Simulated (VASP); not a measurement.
# HfPb (Fm-3m) in VASP: notebook

Runs on HfPb. Level: LDA. Tasks: single point.

All numbers are computed with VASP 6.6.1; they aren't measurements. Logs are shortened: lines on timing, memory, paths and dates and some standing lists are left out, and cuts for length are marked.

### 1 The crystal as given

It takes space group Fm-3m (No. 225, cubic). The conventional cell has a = 6.020 Å, b = 6.020 Å, c = 6.020 Å, α = 90.00°, β = 90.00°, γ = 90.00°. Hf (site symmetry m-3m) has 6 Pb at 3.01 Å as nearest neighbours. Around Pb (site symmetry m-3m) lie 6 Hf at 3.01 Å.

The cell comes from a database or a generator and needn't be the stable form of this composition.

### 2 Single point, LDA

INCAR reads:

```
SYSTEM = HfPb
PREC = Accurate
ENCUT = 520
EDIFF = 1E-6
ISMEAR = 0
SIGMA = 0.05
LREAL = .False.
LASPH = .True.
NELM = 80
ALGO = Fast
ISIF = 2
LWAVE = .False.
LCHARG = .False.
GGA = CA
NBANDS = 19
```

KPOINTS reads:

```
regular mesh
0
Gamma
  6 6 6
  0 0 0
```

POSCAR reads:

```
HfPb
1.0
    0.0000000000      3.0100000000      3.0100000000
    3.0100000000      0.0000000000      3.0100000000
    3.0100000000      3.0100000000      0.0000000000
Hf Pb
1 1
Direct
    0.0000000000      0.0000000000      0.0000000000
    0.5000000000      0.5000000000      0.5000000000
```

Potentials or basis: VASP PAW LDA potentials, release 64 (Hf_pv, Pb_d).

Launch:

```
$ cat potpaw_LDA.64/Hf_pv/POTCAR potpaw_LDA.64/Pb_d/POTCAR > POTCAR
$ mpirun -np 1 vasp_std > vasp.out
```

OUTCAR:

```text
SYSTEM = HfPb
   PREC = Accurate
   ENCUT = 520
   EDIFF = 1E-6
   ISMEAR = 0
   LREAL = .False.
   LASPH = .True.
   NELM = 80
   ISIF = 2
   GGA = CA

 ion  position               nearest neighbor table
   1  0.000  0.000  0.000-   2 3.01   2 3.01   2 3.01   2 3.01   2 3.01   2 3.01
   2  0.500  0.500  0.500-   1 3.01   1 3.01   1 3.01   1 3.01   1 3.01   1 3.01

  LATTYP: Found a face centered cubic cell.
 ALAT       =     6.0200000000

  Lattice vectors:

 A1 = (   0.0000000000,   3.0100000000,   3.0100000000)
 A2 = (   3.0100000000,   0.0000000000,   3.0100000000)
 A3 = (   3.0100000000,   3.0100000000,   0.0000000000)

Analysis of symmetry for initial positions (statically):
=====================================================================
 Subroutine PRICEL returns:
 Original cell was already a primitive cell.

 Routine SETGRP: Setting up the symmetry group for a
 face centered cubic supercell.

 Subroutine GETGRP returns: Found 48 space group operations
 (whereof 48 operations were pure point group operations)
 out of a pool of 48 trial point group operations.

The static configuration has the point symmetry O_h .

Analysis of symmetry for dynamics (positions and initial velocities):
=====================================================================
 Subroutine PRICEL returns:
 Original cell was already a primitive cell.

 Routine SETGRP: Setting up the symmetry group for a
 face centered cubic supercell.

 Subroutine GETGRP returns: Found 48 space group operations
 (whereof 48 operations were pure point group operations)
 out of a pool of 48 trial point group operations.

The dynamic configuration has the point symmetry O_h .

 Subroutine INISYM returns: Found 48 space group operations
 (whereof 48 operations are pure point group operations),
 and found     1 'primitive' translations

----------------------------------------------------------------------------------------

                                     Primitive cell

  volume of cell :      54.5418

  direct lattice vectors                    reciprocal lattice vectors
     0.000000000  3.010000000  3.010000000    -0.166112957  0.166112957  0.166112957
     3.010000000  0.000000000  3.010000000     0.166112957 -0.166112957  0.166112957
     3.010000000  3.010000000  0.000000000     0.166112957  0.166112957 -0.166112957

  length of vectors
     4.256782823  4.256782823  4.256782823     0.287716081  0.287716081  0.287716081

  position of ions in fractional coordinates (direct lattice)
     0.000000000  0.000000000  0.000000000
     0.500000000  0.500000000  0.500000000

  ion indices of the primitive-cell ions
   primitive index   ion index
                 1           1
                 2           2

----------------------------------------------------------------------------------------

 KPOINTS: regular mesh

Automatic generation of k-mesh.
 Grid dimensions read from file:
 generate k-points for:    6    6    6

 Generating k-lattice:

  Cartesian coordinates                     Fractional coordinates (reciprocal lattice)
    -0.027685493  0.027685493  0.027685493     0.166666667  0.000000000  0.000000000
     0.027685493 -0.027685493  0.027685493     0.000000000  0.166666667  0.000000000
     0.027685493  0.027685493 -0.027685493     0.000000000  0.000000000  0.166666667

  Length of vectors
     0.047952680  0.047952680  0.047952680

  Shift w.r.t. Gamma in fractional coordinates (k-lattice)
     0.000000000  0.000000000  0.000000000

 Subroutine IBZKPT returns following result:
 ===========================================

 Found     16 irreducible k-points:

 Following reciprocal coordinates:
            Coordinates               Weight
  0.000000  0.000000  0.000000      1.000000
  0.166667  0.000000  0.000000      8.000000
  0.333333  0.000000  0.000000      8.000000
  0.500000  0.000000  0.000000      4.000000
  0.166667  0.166667  0.000000      6.000000
  0.333333  0.166667  0.000000     24.000000
[... 8 lines left out ...]
 -0.333333  0.333333  0.166667     24.000000
 -0.333333  0.500000  0.166667     12.000000
   k-points           NKPTS =     16   k-points in BZ     NKDIM =     16   number of bands    NBANDS=     19
   number of dos      NEDOS =    301   number of ions     NIONS =      2
   total plane-waves  NPLWV =  32768
   dimension x,y,z NGX =    32 NGY =   32 NGZ =   32
   dimension x,y,z NGXF=    64 NGYF=   64 NGZF=   64
   ions per type =               1   1
   NGX,Y,Z   is equivalent  to a cutoff of  12.50, 12.50, 12.50 a.u.
   NGXF,Y,Z  is equivalent  to a cutoff of  24.99, 24.99, 24.99 a.u.
 SYSTEM =  HfPb
   PREC   = accura    normal or accurate (medium, high low for compatibility)
   ISTART =      0    job   : 0-new  1-cont  2-samecut
   ICHARG =      2    charge: 1-file 2-atom 10-const
   ISPIN  =      1    spin polarized calculation?
   LNONCOLLINEAR =      F non collinear calculations
   LSORBIT =      F    spin-orbit coupling
   LASPH  =      T    aspherical Exc in radial PAW
   ENCUT  =  520.0 eV  38.22 Ry    6.18 a.u.   7.91  7.91  7.91*2*pi/ulx,y,z
   NELM   =     80;   NELMIN=  2; NELMDL= -5     # of ELM steps
   EDIFF  = 0.1E-05   stopping-criterion for ELM
   LREAL  =      F    real-space projection
   EDIFFG = 0.1E-04   stopping-criterion for IOM
   NSW    =      0    number of steps for IOM
   IBRION =     -1    ionic relax: 0-MD 1-quasi-New 2-CG
   NFREE  =      0    steps in history (QN), initial steepest desc. (CG)
   ISIF   =      2    stress and relaxation
   ISYM   =      2    0-nonsym 1-usesym 2-fastsym
   POTIM  = 0.5000    time-step for ionic-motion
   TEBEG  =    0.0;   TEEND  =   0.0 temperature during run
   PSTRESS=    0.0 pullay stress
   NELECT =      24.0000    total number of electrons
   NUPDOWN=      -1.0000    fix difference up-down
   EMIN   =  10.00;   EMAX   =-10.00  energy-range for DOS
   EFERMI =   0.00;   METHOD = LEGACY
   ISMEAR =     0;   SIGMA  =   0.05  broadening in eV -4-tet -1-fermi 0-gaus
   EFERMI_NEDOS =   21; number of points for ismear=-14 and -15
   IALGO  =     68    algorithm
   IMIX   =      4    mixing-type and parameters
     AMIX     =   0.40;   BMIX     =  1.00
     AMIX_MAG =   1.60;   BMIX_MAG =  1.00
  volume/ion in A,a.u.               =      27.27       184.03
  Fermi-wavevector in a.u.,A,eV,Ry     =   1.245189  2.353067 21.095788  1.550497
  Thomas-Fermi vector in A             =   2.379423
   LORBIT       =      0    0 simple, 1 ext, 2 COOP (PROOUT), +10 PAW based schemes
   GGA     = CA    functional components
   LHFCALC =     F    Hartree Fock is set to
   AEXX    =    0.0000 exact exchange contribution
   IVDW    =     0    specifies the selected vdW correction
   LEPSILON=     F    determine dielectric tensor
   LRPA    =     F    only Hartree local field effects (RPA)
 non-spin polarized calculation
 RMM-DIIS sequential band-by-band and
 Gauss-broadening in eV      SIGMA  =   0.05
  energy-cutoff  :      520.00
  volume of cell :       54.54
 maximum number of plane-waves:      1484
   NGX = 15   NGY = 15   NGZ = 15

 number of electron      24.0000002 magnetization

 Free energy of the ion-electron system (eV)
  ---------------------------------------------------
  ext. energy  EPLUGINS =         0.00000000
  ---------------------------------------------------
  free energy    TOTEN  =       -14.51252694 eV

  energy without entropy =      -14.51001414  energy(sigma->0) =      -14.51127054

 E-fermi :   5.6911     XC(G=0): -10.6861

 val. band max:        5.6795038244   @ k =   0.1667   0.1667   0.0000
 cond. band min:       5.7395227104   @ k =   0.5000   0.5000   0.0000
 fundamental gap:      0.0600188860
 Fermi energy:         5.6910555806

 k-point     1 :       0.0000    0.0000    0.0000
  band No.  band energies     occupation
      1     -25.8735      2.00000
      2     -25.8735      2.00000
      3     -25.8735      2.00000
      4     -10.7828      2.00000
      5     -10.7828      2.00000
      6     -10.6645      2.00000
[... 11 lines left out ...]
     18       9.7208      0.00000
     19      12.3233      0.00000

 k-point     2 :       0.1667    0.0000    0.0000
  band No.  band energies     occupation
      1     -25.8831      2.00000
      2     -25.8759      2.00000
      3     -25.8759      2.00000
      4     -10.7660      2.00000
      5     -10.7660      2.00000
      6     -10.6595      2.00000
[... 11 lines left out ...]
     18      11.9860      0.00000
     19      12.9669      0.00000

 k-point     3 :       0.3333    0.0000    0.0000
  band No.  band energies     occupation
      1     -25.9022      2.00000
      2     -25.8806      2.00000
      3     -25.8806      2.00000
      4     -10.7339      2.00000
      5     -10.7339      2.00000
      6     -10.6494      2.00000
[... 11 lines left out ...]
     18      11.8294      0.00000
     19      13.8327      0.00000

 k-point     4 :       0.5000    0.0000    0.0000
  band No.  band energies     occupation
      1     -25.9117      2.00000
      2     -25.8830      2.00000
      3     -25.8830      2.00000
      4     -10.7187      2.00000
      5     -10.7187      2.00000
      6     -10.6443      2.00000
[... 11 lines left out ...]
     18      12.3316      0.00000
     19      13.5740      0.00000

 k-point     5 :       0.1667    0.1667    0.0000
  band No.  band energies     occupation
      1     -25.8848      2.00000
      2     -25.8769      2.00000
      3     -25.8769      2.00000
      4     -10.7747      2.00000
      5     -10.7561      2.00000
      6     -10.6724      2.00000
[... 11 lines left out ...]
     18      13.2488      0.00000
     19      13.3346      0.00000

 k-point     6 :       0.3333    0.1667    0.0000
  band No.  band energies     occupation
      1     -25.8974      2.00000
      2     -25.8818      2.00000
      3     -25.8809      2.00000
      4     -10.7544      2.00000
      5     -10.7410      2.00000
      6     -10.6680      2.00000
[... 11 lines left out ...]
     18      11.6056      0.00000
     19      13.6288      0.00000

 k-point     7 :       0.5000    0.1667    0.0000
  band No.  band energies     occupation
      1     -25.9072      2.00000
      2     -25.8867      2.00000
      3     -25.8839      2.00000
      4     -10.7367      2.00000
      5     -10.7255      2.00000
      6     -10.6476      2.00000
[... 11 lines left out ...]
     18      11.3879      0.00000
     19      14.2471      0.00000

 k-point     8 :      -0.3333    0.1667    0.0000
  band No.  band energies     occupation
      1     -25.9049      2.00000
      2     -25.8863      2.00000
      3     -25.8829      2.00000
      4     -10.7475      2.00000
      5     -10.7154      2.00000
      6     -10.6413      2.00000
[... 11 lines left out ...]
     18      12.1091      0.00000
     19      14.3661      0.00000

 k-point     9 :      -0.1667    0.1667    0.0000
  band No.  band energies     occupation
      1     -25.8933      2.00000
      2     -25.8806      2.00000
      3     -25.8789      2.00000
      4     -10.7619      2.00000
      5     -10.7357      2.00000
      6     -10.6552      2.00000
[... 11 lines left out ...]
     18      12.1505      0.00000
     19      13.4757      0.00000

 k-point    10 :       0.3333    0.3333    0.0000
  band No.  band energies     occupation
      1     -25.9004      2.00000
      2     -25.8834      2.00000
      3     -25.8834      2.00000
      4     -10.7624      2.00000
      5     -10.7586      2.00000
      6     -10.6882      2.00000
[... 11 lines left out ...]
     18       9.8907      0.00000
     19      14.9220      0.00000

 k-point    11 :       0.5000    0.3333    0.0000
  band No.  band energies     occupation
      1     -25.9027      2.00000
      2     -25.8896      2.00000
      3     -25.8857      2.00000
      4     -10.7746      2.00000
      5     -10.7416      2.00000
      6     -10.6792      2.00000
[... 11 lines left out ...]
     18      10.3588      0.00000
     19      14.9745      0.00000

 k-point    12 :      -0.3333    0.3333    0.0000
  band No.  band energies     occupation
      1     -25.8998      2.00000
      2     -25.8962      2.00000
      3     -25.8855      2.00000
      4     -10.7672      2.00000
      5     -10.7192      2.00000
      6     -10.6483      2.00000
[... 11 lines left out ...]
     18      11.2367      0.00000
     19      15.2503      0.00000

 k-point    13 :       0.5000    0.5000    0.0000
  band No.  band energies     occupation
      1     -25.9049      2.00000
      2     -25.8866      2.00000
      3     -25.8866      2.00000
      4     -10.7941      2.00000
      5     -10.7505      2.00000
      6     -10.6961      2.00000
[... 11 lines left out ...]
     18       9.8871      0.00000
     19      15.5960      0.00000

 k-point    14 :       0.5000    0.3333    0.1667
  band No.  band energies     occupation
      1     -25.9018      2.00000
      2     -25.8878      2.00000
      3     -25.8848      2.00000
      4     -10.7610      2.00000
      5     -10.7286      2.00000
      6     -10.6619      2.00000
[... 11 lines left out ...]
     18      11.9299      0.00000
     19      14.2969      0.00000

 k-point    15 :      -0.3333    0.3333    0.1667
  band No.  band energies     occupation
      1     -25.9018      2.00000
      2     -25.8927      2.00000
      3     -25.8871      2.00000
      4     -10.7667      2.00000
      5     -10.7198      2.00000
      6     -10.6394      2.00000
[... 11 lines left out ...]
     18      12.4313      0.00000
     19      14.3116      0.00000

 k-point    16 :      -0.3333    0.5000    0.1667
  band No.  band energies     occupation
      1     -25.9004      2.00000
      2     -25.8913      2.00000
      3     -25.8900      2.00000
      4     -10.7846      2.00000
      5     -10.7294      2.00000
      6     -10.6672      2.00000
[... 11 lines left out ...]
     18      11.6372      0.00000
     19      15.2621      0.00000

------------------------ aborting loop because EDIFF is reached ----------------------------------------

  FORCE on cell =-STRESS in cart. coord.  units (eV):
  Direction    XX          YY          ZZ          XY          YZ          ZX
  --------------------------------------------------------------------------------------
  -------------------------------------------------------------------------------------
  Total       -3.1616117     -3.1616117     -3.1616117     -0.0000000     -0.0000000      0.0000000
  in kB      -92.8730332    -92.8730332    -92.8730332     -0.0000000     -0.0000000      0.0000000
  external PRESSURE =     -92.8730332 kB  Pullay stress =       0.0000000 kB

 VOLUME and BASIS-vectors are now :
 -----------------------------------------------------------------------------
  energy-cutoff  :      520.00
  volume of cell :       54.54
      direct lattice vectors                 reciprocal lattice vectors
     0.000000000  3.010000000  3.010000000    -0.166112957  0.166112957  0.166112957
     3.010000000  0.000000000  3.010000000     0.166112957 -0.166112957  0.166112957
     3.010000000  3.010000000  0.000000000     0.166112957  0.166112957 -0.166112957

 POSITION                                       TOTAL-FORCE (eV/Angst)
 -----------------------------------------------------------------------------------
      0.00000      0.00000      0.00000         0.000000      0.000000     -0.000000
      3.01000      3.01000      3.01000         0.000000      0.000000      0.000000
 -----------------------------------------------------------------------------------
    total drift:                                0.000000     -0.000000      0.000000

  FREE ENERGIE OF THE ION-ELECTRON SYSTEM (eV)
  ---------------------------------------------------
  free  energy   TOTEN  =       -14.5125269372 eV

  energy  without entropy=      -14.5100141448  energy(sigma->0) =      -14.51127054
```

Run time: 17 s. Hardware: 1 thread of Intel Xeon Platinum 8375C at 2.90GHz (Ice Lake), shared host; peak memory 0.16 GiB.

What came out:

- Free energy: -14.5125 eV
- Pressure: -9.3 GPa
- Band gap on the k mesh: none (metal or under the smearing width)

Spin-orbit coupling is left out, which matters for the levels of Hf, Pb.

### 3 Single point, LDA

This run uses another cell than the first one, of 24.12 Å³/atom, 0.884 times its volume.

INCAR reads:

```
PREC = Accurate
ENCUT = 520
EDIFF = 1E-7
ISMEAR = 0
SIGMA = 0.05
LREAL = False
LASPH = True
NELM = 80
ALGO = Fast
ISIF = 2
LWAVE = False
LCHARG = False
NBANDS = 19
```

KPOINTS reads:

```
regular mesh
0
Gamma
  6 6 6
```

POSCAR reads:

```
HfPb
1.0
    0.0000000000      2.8891565933      2.8891565933
    2.8891565933      0.0000000000      2.8891565933
    2.8891565933      2.8891565933      0.0000000000
Hf Pb
1 1
Direct
    0.0000000000      0.0000000000      0.0000000000
    0.5000000000      0.5000000000      0.5000000000
```

Potentials or basis: VASP PAW LDA potentials, release 64 (Hf_pv, Pb_d).

Launch:

```
$ cat potpaw_LDA.64/Hf_pv/POTCAR potpaw_LDA.64/Pb_d/POTCAR > POTCAR
$ mpirun -np 1 vasp_std > vasp.out
```

It took 20 s on 1 thread of Intel Xeon Platinum 8375C at 2.90GHz (Ice Lake), shared host; peak memory 0.15 GiB.

The run converged. Its results:

| Item | Value |
| --- | --- |
| Free energy | -14.7152 eV |
| Pressure | 0.0 GPa |
| Band gap on the k mesh | none (metal or under the smearing width) |

Levels at points of the mesh, in eV from the Fermi level:
| k point | band 9 | band 10 | band 11 | band 12 | band 13 | band 14 | band 15 | band 16 |
| --- | --- | --- | --- | --- | --- | --- | --- | --- |
| (0.00, 0.00, 0.00) | -11.08 | 0.44 | 0.44 | 0.44 | 1.50 | 1.50 | 2.99 | 2.99 |
| (0.50, 0.00, 0.00) | -8.51 | -5.31 | -1.89 | -1.89 | 1.84 | 1.84 | 1.97 | 4.49 |
| (0.50, 0.50, 0.00) | -8.98 | -3.15 | -1.04 | 0.17 | 0.17 | 2.14 | 2.26 | 2.55 |

(Part 1 of 2 ends here.)
